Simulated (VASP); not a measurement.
Data:

```
CELL_PARAMETERS angstrom
      0.00000     2.19385     2.19385
      2.19385     0.00000     2.19385
      2.19385     2.19385     0.00000
ATOMIC_POSITIONS crystal
  Be 0.25000 0.25000 0.25000
  Be 0.75000 0.75000 0.75000
  C  0.00000 0.00000 0.00000
```

Calculation: vdW-DF-cx, VASP's PBE PAW potentials (set 64) (plane waves; VASP). Numerical set-up: 520 eV cut-off, 9×9×9 Γ-centred mesh, Gaussian smearing of 0.050 eV, potentials Be C.

Question: Estimate the energy per atom (σ→0), pressure.

Answer: 
energy per atom (σ→0): -5.187 eV/atom
pressure: -5.50 GPa

Total energies compare only between runs with the same potentials, cut-off and functional.

The compound is Be2C in the antifluorite structure. This cell is one point of a volume scan, at 1.03 of the reference volume.
